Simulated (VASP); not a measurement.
**Nb3B5: relaxation of cell and atoms with PBE**

Crystal: Nb3B5.

```
Nb B
1.0
     5.40589    0.00000    0.00000
    -2.70295    4.68164    0.00000
     0.00000    0.00000    3.21345
Nb B
3 5
Direct
  0.00000 0.67533 0.00000
  0.32467 0.32467 0.00000
  0.67533 0.00000 0.00000
  0.66667 0.33333 0.50000
  0.33333 0.66667 0.50000
  0.00000 0.34469 0.50000
  0.34469 0.00000 0.50000
  0.65531 0.65531 0.50000
```

The cell was built by a generator and needn't be a form met in nature.

```
Program                : VASP 6.6.1
Task                   : relaxation of cell and atoms
Functional             : PBE
Potentials or basis    : VASP PAW PBE potentials, release 64 (Nb_sv, B)
Cutoff                 : 520 eV
k mesh                 : 6 × 6 × 10
Occupations            : gaussian, width 0.1 eV
Spin                   : no spin polarisation
Further INCAR settings : ALGO = Normal; EDIFF = 1e-07; IBRION = 2; POTIM = 0.3; EDIFFG = -0.005; NSW = 60; ISIF = 3
```

| Item | Value |
| --- | --- |
| Energy gained by relaxing | 0.0 meV/atom |
| Ionic steps | 2 |
| Pressure after relaxing | 0.0 GPa |
| Band gap on the k mesh | none (metal or under the smearing width) |

Forces in eV/Å, atoms in the order of the input:
```
Nb   0.000  0.000  0.000
Nb   0.000  0.000  0.000
Nb   0.000  0.000  0.000
B    0.000  0.000  0.000
B    0.000  0.000  0.000
B   -0.001  0.003  0.000
B    0.003  0.000  0.000
B   -0.001 -0.003  0.000
```

Final structure:
```
Nb B
1.0
     5.40583    0.00000    0.00000
    -2.70291    4.68158    0.00000
     0.00000    0.00000    3.21342
Nb B
3 5
Direct
  0.00000 0.67532 0.00000
  0.32468 0.32468 0.00000
  0.67532 0.00000 0.00000
  0.66667 0.33333 0.50000
  0.33333 0.66667 0.50000
  0.00000 0.34472 0.50000
  0.34472 0.00000 0.50000
  0.65528 0.65528 0.50000
```

Levels at points of the mesh, in eV from the Fermi level:
```tsv
k point	band 24	band 25	band 26	band 27	band 28	band 29	band 30	band 31
(0.00, 0.00, 0.00)	-2.37	-2.30	-2.30	1.21	1.23	1.23	1.27	1.31
(0.50, 0.00, 0.00)	-2.01	-1.60	-1.30	-0.85	0.95	1.41	1.59	2.17
(0.00, 0.00, 0.50)	-0.73	-0.72	-0.72	-0.13	-0.13	1.73	1.73	2.59
(0.50, 0.00, 0.50)	-2.47	-2.13	-1.82	0.01	1.79	2.11	3.16	3.40
```

Wall time 37 s on 4 MPI ranks on Intel(R) Xeon(R) Platinum 8488C (Sapphire Rapids), on a shared host, peak memory 0.24 GiB a rank.
